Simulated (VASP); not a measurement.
Set up this calculation in VASP 6.6.1, as the native input.

- Task: band structure
- Functional: PBE
- Potentials or basis: VASP PAW PBE potentials, release 64 (Al, In_d, N)
- Cutoff: 520 eV
- k mesh: 6 × 6 × 6
- Occupations: gaussian, width 0.03 eV
- Spin: no spin polarisation
- Further INCAR settings: ALGO = Fast; EDIFF = 1e-07; NBANDS = 46

The structure of Al2InN3 lies in POSCAR:

```
Al2InN3
1.0
    4.9179200000     -2.8265800000      0.0000000000
    4.9179200000      2.8265800000      0.0000000000
    0.0000000000      0.0000000000      5.2471600000
Al In N
4 2 6
Direct
    0.1652660000      0.4913280000      0.5004000000
    0.5086720000      0.8347340000      0.5004000000
    0.8347340000      0.5086720000      0.0004000000
    0.4913280000      0.1652660000      0.0004000000
    0.8221840000      0.1778160000      0.4954660000
    0.1778160000      0.8221840000      0.9954660000
    0.8339040000      0.5367710000      0.3643270000
    0.4632290000      0.1660960000      0.3643270000
    0.2022590000      0.7977410000      0.4151500000
    0.7977410000      0.2022590000      0.9151500000
    0.1660960000      0.4632290000      0.8643270000
    0.5367710000      0.8339040000      0.8643270000
```

The cell was built by a generator and needn't be a form met in nature.

These files were run (other wordings do the same):

INCAR

```
PREC     = Accurate       # precision mode
ENCUT    = 520            # plane-wave cutoff, eV
EDIFF    = 1E-7           # SCF threshold, eV
ISMEAR   = 0              # smearing method
SIGMA    = 0.03           # smearing width, eV
LREAL    = F              # projectors in reciprocal space
LASPH    = T              # aspherical terms in the spheres
NELM     = 60             # most SCF steps
ALGO     = Fast           # electronic algorithm
ISIF     = 2              # what is computed and relaxed
LWAVE    = F              # write WAVECAR
LCHARG   = F              # write CHGCAR
GGA      = PE             # functional
NBANDS   = 46             # bands
KPAR     = 2
```

KPOINTS

```
regular mesh
0
Gamma
  6 6 6
```

KPOINTS_OPT

```
path GXSRAZGYX1A1TY,ZT
15
line-mode
reciprocal
 0.0000000000  0.0000000000  0.0000000000  G
 0.3325847108 -0.3325847108  0.0000000000  X

 0.3325847108 -0.3325847108  0.0000000000  X
 0.0000000000 -0.5000000000  0.0000000000  S

 0.0000000000 -0.5000000000  0.0000000000  S
 0.0000000000 -0.5000000000 -0.5000000000  R

 0.0000000000 -0.5000000000 -0.5000000000  R
 0.3325847108 -0.3325847108 -0.5000000000  A

 0.3325847108 -0.3325847108 -0.5000000000  A
 0.0000000000  0.0000000000 -0.5000000000  Z

 0.0000000000  0.0000000000 -0.5000000000  Z
 0.0000000000  0.0000000000  0.0000000000  G

 0.0000000000  0.0000000000  0.0000000000  G
-0.5000000000 -0.5000000000  0.0000000000  Y

-0.5000000000 -0.5000000000  0.0000000000  Y
-0.3325847108 -0.6674152892  0.0000000000  X1

-0.3325847108 -0.6674152892  0.0000000000  X1
-0.3325847108 -0.6674152892 -0.5000000000  A1

-0.3325847108 -0.6674152892 -0.5000000000  A1
-0.5000000000 -0.5000000000 -0.5000000000  T

-0.5000000000 -0.5000000000 -0.5000000000  T
-0.5000000000 -0.5000000000  0.0000000000  Y

 0.0000000000  0.0000000000 -0.5000000000  Z
-0.5000000000 -0.5000000000 -0.5000000000  T
```

Potentials or basis: VASP PAW PBE potentials, release 64 (Al, In_d, N).

The run is started by

```console
$ cat potpaw_PBE.64/Al/POTCAR potpaw_PBE.64/In_d/POTCAR potpaw_PBE.64/N/POTCAR > POTCAR
$ mpirun -np 2 vasp_std > vasp.out
```

It gave:

The pressure is 0.0 GPa, the largest force is 0.009 eV/Å and the band gap on the k mesh is 2.16 eV, direct. The band gap along the path is 2.16 eV, direct.

Caveat: spin-orbit coupling is left out, which moves the levels of the heavy elements.

It took 10 min on 2 MPI ranks on Intel(R) Xeon(R) Platinum 8488C (Sapphire Rapids), on a shared host, peak memory 0.58 GiB a rank.
